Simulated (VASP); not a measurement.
Given:

```xyz
3
Lattice="0.0000 2.6558 2.6558 2.6558 0.0000 2.6558 2.6558 2.6558 0.0000" Properties=species:S:1:pos:R:3 pbc="T T T"
Co     0.0000     0.0000     0.0000
Si     1.3279     1.3279     1.3279
Si     3.9837     3.9837     3.9837
```

These are PBEsol GGA, VASP's PBE PAW potentials (set 64) (plane waves; VASP) values and carry that method's errors. Run with 500 eV cut-off, 10×10×10 Γ-centred mesh, first-order Methfessel-Paxton smearing of 0.10 eV, potentials Co Si.

Energy and stress use the plane-wave basis of the starting cell.

**Question.** The ions, cell shape and volume at an external pressure of 5.0 GPa are relaxed. Give the cell that the relaxation ends in.

**Answer.** 
```xyz
3
Lattice="0.0000 2.6353 2.6353 2.6353 0.0000 2.6353 2.6353 2.6353 0.0000" Properties=species:S:1:pos:R:3 pbc="T T T"
Co     0.0000     0.0000     0.0000
Si     1.3177     1.3177     1.3177
Si     3.9530     3.9530     3.9530
```
Space group Fm-3m (225), at a tolerance of 0.03 Å.

**Question.** How do energy and volume change from the first to the last step?

**Answer.** The energy (σ→0) changes by +4.5 meV/atom and the volume by -2.3 %, in 3 ionic steps.

The compound is CoSi2 in the fluorite structure. This run relaxes it under an external pressure of 5 GPa. Symmetry was kept, so distortions that lower it aren't found. The run is not spin-polarised, so no magnetic state was tried. The electron count is odd and the run is not spin-polarised, which forces a metal.
